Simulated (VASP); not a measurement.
Energy against volume of GaAs (zinc blende). Computed with MS2 meta-GGA, VASP's PBE PAW potentials (set 64) (plane waves; VASP). Numerical set-up: 520 eV cut-off, 8×8×8 Γ-centred mesh, Gaussian smearing of 0.050 eV, potentials Ga_d As.

```
V (Å³/atom)  E (eV/atom)
-----------  -----------
21.240          -5.33727
21.918          -5.35204
22.596          -5.35601
23.274          -5.35156
```

Problem. Fit these four points and predict the energy of the run at 23.952 Å³/atom.

Solution. A cubic in V^(−2/3), the third-order Birch-Murnaghan form, passes through the four points with V0 = 22.55 Å³/atom and B0 = 67 GPa, and gives -5.3406 eV/atom there. The run gave -5.3398 eV/atom, +0.8 meV/atom from the fit; all five points give B0 = 69 GPa.

The compound is GaAs in the zinc blende structure. It was relaxed first.
